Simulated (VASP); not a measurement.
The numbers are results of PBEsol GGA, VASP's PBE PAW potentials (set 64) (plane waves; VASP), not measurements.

VASP input:

INCAR:
```
! general
SYSTEM   =  PbS
PREC     =  Accurate
ENCUT    =  500   ! plane-wave cut-off (eV)
LREAL    =  .FALSE.   ! projection in real space or not
LASPH    =  .TRUE.   ! aspherical one-centre terms

! electronic loop
EDIFF    =  1E-6   ! SCF stop (eV)
NELM     =  100
ALGO     =  Normal
LMAXMIX  =  4   ! l cut-off of mixed one-centre charges

! smearing
ISMEAR   =  0   ! Gaussian
SIGMA    =  0.05

! functional
GGA      =  PS   ! PBEsol

! ions
IBRION   =  2   ! conjugate gradients
NSW      =  40
ISIF     =  3   ! ions, shape and volume
EDIFFG   =  -0.02   ! ionic stop
PSTRESS  =  450   ! kbar

! output
LWAVE    =  .FALSE.
LCHARG   =  .FALSE.
```

POSCAR:
```
PbS
1.0
  0.0000000000   2.6883186845   2.6883186845
  2.6883186845   0.0000000000   2.6883186845
  2.6883186845   2.6883186845   0.0000000000
Pb S
1 1
direct
  0.0000000000   0.0000000000   0.0000000000
  0.5000000000   0.5000000000   0.5000000000
```

**KPOINTS**
```
kpoints
0
Gamma
9 9 9
```

POTCAR, in this order: Pb_d S (PBE.64 set). Program: vasp_std.

Problem. What will the output report for the number of irreducible k-points (NKPTS), largest plane-wave count, number of space-group operations, FFT grid (NGX, NGY, NGZ)?

Solution. 
The number of irreducible k-points (NKPTS) is 35, the largest plane-wave count is 1002 and the number of space-group operations is 48. The FFT grid (NGX, NGY, NGZ) is 28 × 28 × 28.

The structure was generated: PbS was put into the rock salt type (Fm-3m), which need not be its known phase. This run relaxes it under an external pressure of 45 GPa. Symmetry was kept, so distortions that lower it aren't found.
